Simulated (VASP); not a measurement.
These are PBEsol GGA, VASP's PBE PAW potentials (set 64) (plane waves; VASP 6.6.1) values and carry that method's errors.

VASP ran on this input.

INCAR:
```
# general
SYSTEM   =  PdB
PREC     =  Accurate
ENCUT    =  520   # plane-wave cut-off (eV)
LREAL    =  .FALSE.   # projection in real space or not
LASPH    =  .TRUE.   # aspherical one-centre terms

# electronic loop
EDIFF    =  1E-7   # SCF stop (eV)
NELM     =  100   # most electronic steps
ALGO     =  Normal
LMAXMIX  =  4

# smearing
ISMEAR   =  -5   # tetrahedra, Bloechl

# functional
GGA      =  PS

# ions
ISIF     =  2   # forces and stress, cell fixed

# output
LWAVE    =  .FALSE.
LCHARG   =  .TRUE.
LORBIT   =  11
NEDOS    =  601
```

### KPOINTS
```
Automatic mesh
0
Gamma
15 15 15
0 0 0
```

**POSCAR**
```
PdB
1
    0.0000000000     2.3671118967     2.3671118967
    2.3671118967     0.0000000000     2.3671118967
    2.3671118967     2.3671118967     0.0000000000
Pd B
1 1
Direct
  0.0000000000   0.0000000000   0.0000000000
  0.2500000000   0.2500000000   0.2500000000
```

POTCAR, in this order: Pd B (PBE.64 set). Program: vasp_std.

For a metal the tetrahedron method with Blöchl corrections gives inexact stress and forces.

### Question
Predict the energy per atom (σ→0), band gap (on the k-mesh).

### Answer

| Property | Value |
|---|---|
| energy per atom (σ→0) | -6.086 eV/atom |
| band gap (on the k-mesh) | none (metal, semimetal or under 0.01 eV) |

### OSZICAR
```
...
DAV:   8    -0.121770690234E+02    0.12473E-01   -0.51072E-02  2660   0.213E+00    0.102E+00
DAV:   9    -0.121713277245E+02    0.57413E-02   -0.15063E-02  2638   0.120E+00    0.506E-02
DAV:  10    -0.121713156631E+02    0.12061E-04   -0.50073E-04  2624   0.253E-01    0.271E-02
DAV:  11    -0.121713167093E+02   -0.10462E-05   -0.42068E-05  2668   0.502E-02    0.754E-03
DAV:  12    -0.121713158479E+02    0.86147E-06   -0.13701E-06  2586   0.118E-02    0.348E-03
DAV:  13    -0.121713154789E+02    0.36899E-06   -0.87204E-07  2558   0.769E-03    0.630E-04
DAV:  14    -0.121713154834E+02   -0.45334E-08   -0.14033E-08  1208   0.135E-03
   1 F= -.12171315E+02 E0= -.12171315E+02  d E =0.000000E+00
```

The structure was generated: PdB was put into the zinc blende type (F-43m), which need not be its known phase. It was relaxed first, which changed the volume by -22 %. The electron count is odd and the run is not spin-polarised, which forces a metal.
